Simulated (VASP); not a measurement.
Data:

```yaml
crystal:
  lattice:
    - [2.01773, -5.65112, 0.00000]
    - [2.01773, 5.65112, 0.00000]
    - [0.00000, 0.00000, 4.04037]
  atoms:
    - { symbol: Sn, position: [0.87729, 0.12271, 0.75000] }
    - { symbol: Sn, position: [0.12271, 0.87729, 0.25000] }
    - { symbol: S, position: [0.64826, 0.35174, 0.75000] }
    - { symbol: S, position: [0.35174, 0.64826, 0.25000] }
```

Method: PBEsol GGA, VASP's PBE PAW potentials (set 64) (plane waves; VASP). Numerical set-up: 400 eV cut-off, Gaussian smearing of 0.050 eV, potentials Sn_d S.

Unless said otherwise, spin-orbit coupling is left out, though it shifts the bands of the heavy elements here.

Question: Predict the band gap (along the path) with the smallest direct gap where there is one.

Answer: 
- band gap (along the path) = 0.05 eV
- smallest direct gap (along the path) = 0.68 eV

Total energies compare only between runs with the same potentials, cut-off and functional.

The structure comes from a computed database's SnS entry (Cmcm); how it stands against other phases isn't given here. It was relaxed first, which changed the volume by -7 %.
